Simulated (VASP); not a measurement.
Calculation: PBEsol GGA, VASP's PBE PAW potentials (set 64) (plane waves; VASP 6.6.1).

Input for VASP

**POSCAR**
```
Tl
1
    1.6809224792    -2.9114432653     0.0000000000
    1.6809224792     2.9114432653     0.0000000000
    0.0000000000     0.0000000000     5.2649194309
Tl
2
Direct
  0.3333330000   0.6666670000   0.2500000000
  0.6666670000   0.3333330000   0.7500000000
```

**KPOINTS**
```
Automatic
0
gamma
 12 12 7
0 0 0
```

INCAR:
```
! general
SYSTEM  = Tl
PREC    = Accurate
ENCUT   = 500
LREAL   = F
LASPH   = T   ! aspherical one-centre terms

! electronic loop
EDIFF   = 1E-6
NELM    = 100   ! most electronic steps
ALGO    = Normal   ! blocked Davidson
LMAXMIX = 4

! smearing
ISMEAR  = 1
SIGMA   = 0.1   ! width (eV)

! functional
GGA     = PS   ! PBEsol

! ions
IBRION  = 2
NSW     = 40   ! most ionic steps
ISIF    = 3   ! ions, shape and volume
EDIFFG  = -0.02   ! ionic stop
PSTRESS = 100   ! kbar

! output
LWAVE   = F
LCHARG  = F
```

POTCAR, in this order: Tl_d (PBE.64 set). Program: vasp_std.

The resulting files:

**OSZICAR**
```
       N       E                     dE             d eps       ncg     rms          rms(c)
DAV:   1     0.125116154483E+03    0.12512E+03   -0.14478E+04  2592   0.143E+03
DAV:   2    -0.321655317389E+01   -0.12833E+03   -0.12687E+03  2675   0.297E+02
DAV:   3    -0.526517082051E+01   -0.20486E+01   -0.20285E+01  3088   0.334E+01
DAV:   4    -0.527617070075E+01   -0.11000E-01   -0.10999E-01  2864   0.246E+00
DAV:   5    -0.527628509515E+01   -0.11439E-03   -0.11439E-03  2999   0.265E-01    0.436E+00
DAV:   6    -0.519628033454E+01    0.80005E-01   -0.14859E-01  2759   0.348E+00    0.295E+00
DAV:   7    -0.518178173510E+01    0.14499E-01   -0.66243E-02  2713   0.230E+00    0.912E-01
DAV:   8    -0.518036290801E+01    0.14188E-02   -0.61686E-03  2713   0.677E-01    0.586E-02
DAV:   9    -0.518036490250E+01   -0.19945E-05   -0.28921E-05  3057   0.520E-02    0.113E-02
DAV:  10    -0.518036669874E+01   -0.17962E-05   -0.38967E-06  2764   0.194E-02    0.235E-03
DAV:  11    -0.518036679951E+01   -0.10077E-06   -0.68672E-07  1424   0.727E-03
   1 F= -.19639882E+01 E0= -.19640221E+01  d E =-.196399E+01
       N       E                     dE             d eps       ncg     rms          rms(c)
DAV:   1    -0.922810976578E+01   -0.40477E+01   -0.74411E+01  2611   0.794E+01    0.115E+01
DAV:   2    -0.525492361693E+01    0.39732E+01   -0.96753E+00  2592   0.316E+01    0.357E+00
DAV:   3    -0.485218807128E+01    0.40274E+00   -0.15755E+00  2636   0.126E+01    0.221E+00
DAV:   4    -0.484707990955E+01    0.51082E-02   -0.58526E-02  2681   0.170E+00    0.162E+00
DAV:   5    -0.484252304891E+01    0.45569E-02   -0.16779E-02  2755   0.858E-01    0.340E-01
DAV:   6    -0.484277119890E+01   -0.24815E-03   -0.15361E-03  2978   0.269E-01    0.385E-02
DAV:   7    -0.484279099750E+01   -0.19799E-04   -0.13502E-05  2915   0.371E-02    0.845E-03
DAV:   8    -0.484279200614E+01   -0.10086E-05   -0.10981E-06  2145   0.822E-03    0.271E-03
DAV:   9    -0.484279198022E+01    0.25917E-07   -0.65985E-08  1351   0.242E-03
   2 F= -.19863097E+01 E0= -.19857381E+01  d E =-.223215E-01
       N       E                     dE             d eps       ncg     rms          rms(c)
DAV:   1    -0.577500401724E+01   -0.93221E+00   -0.13869E+01  2602   0.372E+01    0.486E+00
DAV:   2    -0.512601861614E+01    0.64899E+00   -0.12703E+00  2594   0.101E+01    0.181E+00
DAV:   3    -0.502993044530E+01    0.96088E-01   -0.30933E-01  2610   0.521E+00    0.141E+00
DAV:   4    -0.502655057242E+01    0.33799E-02   -0.12888E-02  2664   0.741E-01    0.173E-01
DAV:   5    -0.502585900686E+01    0.69157E-03   -0.37556E-03  2801   0.591E-01    0.410E-02
DAV:   6    -0.502583249363E+01    0.26513E-04   -0.81548E-05  2688   0.654E-02    0.206E-02
DAV:   7    -0.502583183300E+01    0.66063E-06   -0.23617E-06  2174   0.150E-02
   3 F= -.20203379E+01 E0= -.20199890E+01  d E =-.563497E-01
       N       E                     dE             d eps       ncg     rms          rms(c)
DAV:   1    -0.502225747675E+01    0.35750E-02   -0.10001E-02  2603   0.970E-01    0.129E-01
DAV:   2    -0.502176736445E+01    0.49011E-03   -0.10159E-03  2602   0.296E-01    0.460E-02
DAV:   3    -0.502170178352E+01    0.65581E-04   -0.23171E-04  2614   0.145E-01    0.339E-02
DAV:   4    -0.502170256689E+01   -0.78338E-06   -0.14433E-05  2659   0.245E-02    0.512E-03
DAV:   5    -0.502170169414E+01    0.87275E-06   -0.39681E-06  2041   0.188E-02
   4 F= -.20203286E+01 E0= -.20199718E+01  d E =-.563404E-01
       N       E                     dE             d eps       ncg     rms          rms(c)
DAV:   1    -0.502348432728E+01   -0.17818E-02   -0.11051E-01  2696   0.262E+00    0.225E-01
DAV:   2    -0.502175754724E+01    0.17268E-02   -0.12385E-03  2660   0.372E-01    0.132E-01
DAV:   3    -0.502092162411E+01    0.83592E-03   -0.15619E-03  2738   0.400E-01    0.224E-02
DAV:   4    -0.502092827114E+01   -0.66470E-05   -0.98273E-05  2718   0.896E-02    0.752E-03
DAV:   5    -0.502092798510E+01    0.28604E-06   -0.27388E-06  2266   0.189E-02
   5 F= -.20207380E+01 E0= -.20203242E+01  d E =-.409443E-03
       N       E                     dE             d eps       ncg     rms          rms(c)
DAV:   1    -0.502089204317E+01    0.36228E-04   -0.14378E-02  2686   0.945E-01    0.809E-02
DAV:   2    -0.502066810874E+01    0.22393E-03   -0.16126E-04  2664   0.135E-01    0.474E-02
DAV:   3    -0.502056129424E+01    0.10681E-03   -0.19817E-04  2721   0.142E-01    0.833E-03
DAV:   4    -0.502056230234E+01   -0.10081E-05   -0.12559E-05  2710   0.319E-02    0.272E-03
DAV:   5    -0.502056227126E+01    0.31080E-07   -0.30372E-07  1435   0.637E-03
   6 F= -.20208072E+01 E0= -.20203705E+01  d E =-.478608E-03
       N       E                     dE             d eps       ncg     rms          rms(c)
DAV:   1    -0.502101998819E+01   -0.45769E-03   -0.57218E-02  2683   0.189E+00    0.162E-01
DAV:   2    -0.502011717468E+01    0.90281E-03   -0.65121E-04  2668   0.269E-01    0.949E-02
DAV:   3    -0.501968891201E+01    0.42826E-03   -0.79415E-04  2728   0.284E-01    0.170E-02
DAV:   4    -0.501969247100E+01   -0.35590E-05   -0.50237E-05  2696   0.637E-02    0.554E-03
DAV:   5    -0.501969228505E+01    0.18596E-06   -0.13669E-06  2027   0.133E-02
   7 F= -.20208217E+01 E0= -.20203386E+01  d E =-.493050E-03
       N       E                     dE             d eps       ncg     rms          rms(c)
DAV:   1    -0.502049130417E+01   -0.79883E-03   -0.14445E-02  2676   0.948E-01    0.822E-02
DAV:   2    -0.502026191209E+01    0.22939E-03   -0.16517E-04  2660   0.136E-01    0.478E-02
DAV:   3    -0.502015313691E+01    0.10878E-03   -0.19877E-04  2718   0.143E-01    0.872E-03
DAV:   4    -0.502015365116E+01   -0.51425E-06   -0.12606E-05  2698   0.317E-02    0.274E-03
DAV:   5    -0.502015355785E+01    0.93302E-07   -0.27491E-07  1425   0.599E-03
   8 F= -.20208351E+01 E0= -.20203753E+01  d E =-.506496E-03
```

### OUTCAR
```
------------------------ aborting loop because EDIFF is reached ----------------------------------------
  FORCE on cell =-STRESS in cart. coord.  units (eV):
  Direction    XX          YY          ZZ          XY          YZ          ZX
  --------------------------------------------------------------------------------------
  Total        3.0200295      3.0200299      3.0342125      0.0000000     -0.0000000      0.0000000
  in kB      100.6905255    100.6905369    101.1634005      0.0000000     -0.0000000      0.0000000
  external PRESSURE =       0.8481543 kB  Pullay stress =     100.0000000 kB
  volume of cell :       48.05
      direct lattice vectors                 reciprocal lattice vectors
     1.638095866 -2.837265428  0.000000000     0.305232441 -0.176226022  0.000000000
     1.638095866  2.837265428 -0.000000000     0.305232441  0.176226022  0.000000000
    -0.000000000  0.000000000  5.169682677    -0.000000000  0.000000000  0.193435470
 POSITION                                       TOTAL-FORCE (eV/Angst)
 -----------------------------------------------------------------------------------
      1.63810      0.94576      1.29242        -0.000000      0.000000      0.000000
      1.63810     -0.94576      3.87726         0.000000      0.000000      0.000000
 -----------------------------------------------------------------------------------
    total drift:                                0.000000      0.000408      0.000008
  FREE ENERGIE OF THE ION-ELECTRON SYSTEM (eV)
  ---------------------------------------------------
  free  energy   TOTEN  =        -5.0201535579 eV

  energy  without entropy=       -5.0187741838  energy(sigma->0) =       -5.01969377
  enthalpy is  TOTEN    =        -2.0208351015 eV   P V=        2.9993184563

 reached required accuracy - stopping structural energy minimisation
```
(Selected blocks of OUTCAR.)

### CONTCAR
```
Tl
   1.00000000000000
     1.6380958659183071   -2.8372654275121505    0.0000000000000000
     1.6380958659183071    2.8372654275121505   -0.0000000000000000
    -0.0000000000000000    0.0000000000000000    5.1696826770025570
  Tl
     2
Direct
     0.3333330000000032    0.6666669999999968    0.2500000000000000
     0.6666669999999968    0.3333330000000032    0.7500000000000000
```

Energy and stress use the plane-wave basis of the starting cell.

The compound is Tl in the hcp structure. This run relaxes it under an external pressure of 10 GPa. Symmetry was kept, so distortions that lower it aren't found.
